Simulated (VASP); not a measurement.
A convergence study with VASP on Pd (fcc): one setting is varied, all else stays as given below, so the limit is that of these other settings. Each run relaxes cell and ions from the cell shown. The basis is that of the starting cell, so low cut-offs carry a Pulay error.

```yaml
crystal:
  lattice:
    - [0.00000, 1.94500, 1.94500]
    - [1.94500, 0.00000, 1.94500]
    - [1.94500, 1.94500, 0.00000]
  atoms:
    - { symbol: Pd, position: [0.00000, 0.00000, 0.00000] }
```

Computed with LDA (Ceperley-Alder, Perdew-Zunger), VASP's LDA PAW potentials (set 64) (plane waves; VASP). The tightest run used: 700 eV cut-off, 14×14×14 Γ-centred mesh, first-order Methfessel-Paxton smearing of 0.10 eV, potentials Pd.

**Question.** The settings run are ENCUT = 200; ENCUT = 250; ENCUT = 300; ENCUT = 350; ENCUT = 400; ENCUT = 450; ENCUT = 500; ENCUT = 600; ENCUT = 650; ENCUT = 700. From which on does the relaxed volume stay within 0.1 Å³/atom of the tightest run?

**Answer.** From ENCUT = 300 on: it is off by 0.032 there and by no more than 0.1 in any finer run, while ENCUT = 250 is off by 0.136.
```csv
setting,relaxed volume (Å³/atom),E (eV/atom),plane waves,difference judged (Å³/atom)
ENCUT = 200,12.818,-6.7585,113,1.355
ENCUT = 250,14.036,-6.4942,140,0.136
ENCUT = 300,14.140,-6.4910,190,0.032
ENCUT = 350,14.108,-6.4873,229,0.065
ENCUT = 400,14.151,-6.4834,283,0.022
ENCUT = 450,14.174,-6.4819,332,0.001
ENCUT = 500,14.169,-6.4821,388,0.003
ENCUT = 600,14.168,-6.4823,531,0.005
ENCUT = 650,14.172,-6.4820,568,0.001
ENCUT = 700,14.173,-6.4820,636,0.000
```

Left out are rungs that failed or repeat a setting and relaxations that didn't move; long series are thinned to 24 rows.

The compound is Pd in the fcc structure.
